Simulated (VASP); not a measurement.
Output of a VASP run:

**OUTCAR**
```
 ion  position               nearest neighbor table
   1  0.000  0.000  0.000-
   2  0.500  0.500  0.500-   3 2.06   4 2.06   5 2.06   5 2.06   3 2.06   4 2.06
   3  0.500  0.000  0.500-   2 2.06   2 2.06
   4  0.000  0.500  0.500-   2 2.06   2 2.06
   5  0.500  0.500  0.000-   2 2.06   2 2.06
  LATTYP: Found a simple cubic cell.
 ALAT       =     4.1288031458
 Subroutine PRICEL returns:
 Original cell was already a primitive cell.
 Subroutine GETGRP returns: Found 48 space group operations
The static configuration has the point symmetry O_h .
The dynamic configuration has the point symmetry O_h .
 Subroutine INISYM returns: Found 48 space group operations
 Subroutine IBZKPT returns following result:
 Found     20 irreducible k-points:

 Following reciprocal coordinates:
            Coordinates               Weight
  0.000000  0.000000  0.000000      1.000000
  0.166667  0.000000  0.000000      6.000000
  0.333333  0.000000  0.000000      6.000000
  0.500000  0.000000  0.000000      3.000000
  0.166667  0.166667  0.000000     12.000000
  0.333333  0.166667  0.000000     24.000000
  0.500000  0.166667  0.000000     12.000000
  0.333333  0.333333  0.000000     12.000000
  0.500000  0.333333  0.000000     12.000000
  0.500000  0.500000  0.000000      3.000000
  0.166667  0.166667  0.166667      8.000000
  0.333333  0.166667  0.166667     24.000000
  0.500000  0.166667  0.166667     12.000000
  0.333333  0.333333  0.166667     24.000000
  0.500000  0.333333  0.166667     24.000000
  0.500000  0.500000  0.166667      6.000000
  0.333333  0.333333  0.333333      8.000000
  0.500000  0.333333  0.333333     12.000000
  0.500000  0.500000  0.333333      6.000000
  0.500000  0.500000  0.500000      1.000000
   k-points           NKPTS =     20   k-points in BZ     NKDIM =     20   number of bands    NBANDS=     25
   number of dos      NEDOS =    301   number of ions     NIONS =      5
   total plane-waves  NPLWV =  46656
   dimension x,y,z NGX =    36 NGY =   36 NGZ =   36
   dimension x,y,z NGXF=    72 NGYF=   72 NGZF=   72
   ions per type =               1   1   3
   PREC   = accura    normal or accurate (medium, high low for compatibility)
   ISTART =      0    job   : 0-new  1-cont  2-samecut
   ICHARG =      2    charge: 1-file 2-atom 10-const
   ISPIN  =      1    spin polarized calculation?
   LNONCOLLINEAR =      F non collinear calculations
   LSORBIT =      F    spin-orbit coupling
   INIWAV =      1    electr: 0-lowe 1-rand  2-diag
   ENCUT  =  620.0 eV  45.57 Ry    6.75 a.u.   8.38  8.38  8.38*2*pi/ulx,y,z
   NELM   =    100;   NELMIN=  2; NELMDL= -5     # of ELM steps
   EDIFF  = 0.1E-05   stopping-criterion for ELM
   LREAL  =      F    real-space projection
   NLSPLINE    = F    spline interpolate recip. space projectors
   LMAXMIX     =    4 max onsite mixed and CHGCAR
   VOSKOWN=      0    Vosko Wilk Nusair interpolation
   EDIFFG = -.2E-01   stopping-criterion for IOM
   NSW    =     40    number of steps for IOM
   NBLOCK =      1;   KBLOCK =     40    inner block; outer block
   IBRION =      2    ionic relax: 0-MD 1-quasi-New 2-CG
   NFREE  =      1    steps in history (QN), initial steepest desc. (CG)
   ISIF   =      3    stress and relaxation
   ISYM   =      2    0-nonsym 1-usesym 2-fastsym
   TEIN   =    0.0    initial temperature
   TEBEG  =    0.0;   TEEND  =   0.0 temperature during run
   SMASS  =  -3.00    Nose mass-parameter (am)
   PSTRESS=    0.0 pullay stress
   NELECT =      42.0000    total number of electrons
   EFERMI =   0.00;   METHOD = LEGACY
   ISMEAR =     0;   SIGMA  =   0.05  broadening in eV -4-tet -1-fermi 0-gaus
   IALGO  =     38    algorithm
   LDIAG  =      T    sub-space diagonalisation (order eigenvalues)
   IMIX   =      4    mixing-type and parameters
     AMIX     =   0.40;   BMIX     =  1.00
     AMIX_MAG =   1.60;   BMIX_MAG =  1.00
     AMIN     =   0.10
   GGA     = PE    functional components
...
```

OSZICAR:
```
       N       E                     dE             d eps       ncg     rms          rms(c)
DAV:   1     0.490334166417E+03    0.49033E+03   -0.24856E+04  1000   0.227E+03
DAV:   2     0.187592508528E+02   -0.47157E+03   -0.45959E+03  1193   0.525E+02
DAV:   3    -0.217074754279E+02   -0.40467E+02   -0.40312E+02  1210   0.166E+02
DAV:   4    -0.226559729823E+02   -0.94850E+00   -0.94730E+00  1552   0.237E+01
DAV:   5    -0.226687448760E+02   -0.12772E-01   -0.12766E-01  1350   0.232E+00    0.111E+01
DAV:   6    -0.203063274455E+02    0.23624E+01   -0.87226E+00  1448   0.411E+01    0.664E+00
DAV:   7    -0.203675630269E+02   -0.61236E-01   -0.15372E+00  1045   0.857E+00    0.433E+00
DAV:   8    -0.203793174816E+02   -0.11754E-01   -0.59179E-01  1290   0.154E+01    0.162E+00
DAV:   9    -0.203432728663E+02    0.36045E-01   -0.98473E-02  1532   0.928E+00    0.636E-01
DAV:  10    -0.203397631438E+02    0.35097E-02   -0.87490E-02  1465   0.715E+00    0.306E-01
DAV:  11    -0.203392039692E+02    0.55917E-03   -0.14961E-02  1470   0.173E+00    0.711E-02
DAV:  12    -0.203393002953E+02   -0.96326E-04   -0.67261E-04  1084   0.219E-01    0.729E-02
DAV:  13    -0.203393119889E+02   -0.11694E-04   -0.20577E-04  1265   0.379E-01    0.670E-02
DAV:  14    -0.203393105750E+02    0.14139E-05   -0.96817E-05  1297   0.354E-01    0.492E-02
DAV:  15    -0.203392849716E+02    0.25603E-04   -0.11472E-04  1075   0.767E-02    0.191E-02
DAV:  16    -0.203392819230E+02    0.30487E-05   -0.61808E-06  1171   0.499E-02    0.121E-02
DAV:  17    -0.203392801204E+02    0.18026E-05   -0.38720E-06  1009   0.333E-02    0.595E-03
DAV:  18    -0.203392796387E+02    0.48167E-06   -0.16958E-06   581   0.212E-02
   1 F= -.20339280E+02 E0= -.20339280E+02  d E =-.203393E+02
```

**OUTCAR**
```
------------------------ aborting loop because EDIFF is reached ----------------------------------------
  FORCE on cell =-STRESS in cart. coord.  units (eV):
  Direction    XX          YY          ZZ          XY          YZ          ZX
  --------------------------------------------------------------------------------------
  Total        0.0037968      0.0037968      0.0037968      0.0000000      0.0000000      0.0000000
  in kB        0.0864286      0.0864286      0.0864286      0.0000000      0.0000000      0.0000000
  external PRESSURE =       0.0864286 kB  Pullay stress =       0.0000000 kB
  volume of cell :       70.38
      direct lattice vectors                 reciprocal lattice vectors
     4.128803146  0.000000000  0.000000000     0.242200939  0.000000000  0.000000000
     0.000000000  4.128803146  0.000000000     0.000000000  0.242200939  0.000000000
     0.000000000  0.000000000  4.128803146     0.000000000  0.000000000  0.242200939
 POSITION                                       TOTAL-FORCE (eV/Angst)
 -----------------------------------------------------------------------------------
      0.00000      0.00000      0.00000         0.000000      0.000000      0.000000
      2.06440      2.06440      2.06440         0.000000      0.000000      0.000000
      2.06440      0.00000      2.06440         0.000000      0.000000      0.000000
      0.00000      2.06440      2.06440         0.000000      0.000000      0.000000
      2.06440      2.06440      0.00000         0.000000      0.000000      0.000000
 -----------------------------------------------------------------------------------
    total drift:                                0.000000      0.000000      0.000000
  FREE ENERGIE OF THE ION-ELECTRON SYSTEM (eV)
  ---------------------------------------------------
  free  energy   TOTEN  =       -20.3392796387 eV

  energy  without entropy=      -20.3392796387  energy(sigma->0) =      -20.33927964

 reached required accuracy - stopping structural energy minimisation
```
(Selected blocks of OUTCAR.)

**POSCAR**
```
KZnF3
1
    4.1288031458     0.0000000000     0.0000000000
    0.0000000000     4.1288031458     0.0000000000
    0.0000000000     0.0000000000     4.1288031458
K Zn F
1 1 3
Direct
  0.0000000000   0.0000000000   0.0000000000
  0.5000000000   0.5000000000   0.5000000000
  0.5000000000   0.0000000000   0.5000000000
  0.0000000000   0.5000000000   0.5000000000
  0.5000000000   0.5000000000   0.0000000000
```

**Question.** Reconstruct the remaining input files.

**Answer.** Several could match; the one computed here: the input of the run itself, PBE GGA, plane waves, VASP's PBE PAW potentials (set 64).

### INCAR
```
ALGO  =  Normal
EDIFF  =  1E-6
EDIFFG  =  -0.02
ENCUT  =  620
GGA  =  PE
IBRION  =  2
ISIF  =  3
ISMEAR  =  0
LASPH  =  .TRUE.
LCHARG  =  .FALSE.
LMAXMIX  =  4
LREAL  =  .FALSE.
LWAVE  =  .FALSE.
NELM  =  100
NSW  =  40
PREC  =  Accurate
SIGMA  =  0.05
SYSTEM  =  KZnF3
```

File KPOINTS:
```
Automatic mesh
0
Gamma
6 6 6
0 0 0
```

POTCAR, in this order: K_sv Zn F (PBE.64 set). Program: vasp_std.

The compound is KZnF3 in the cubic perovskite structure. It was relaxed first, which changed the volume by +6 %.
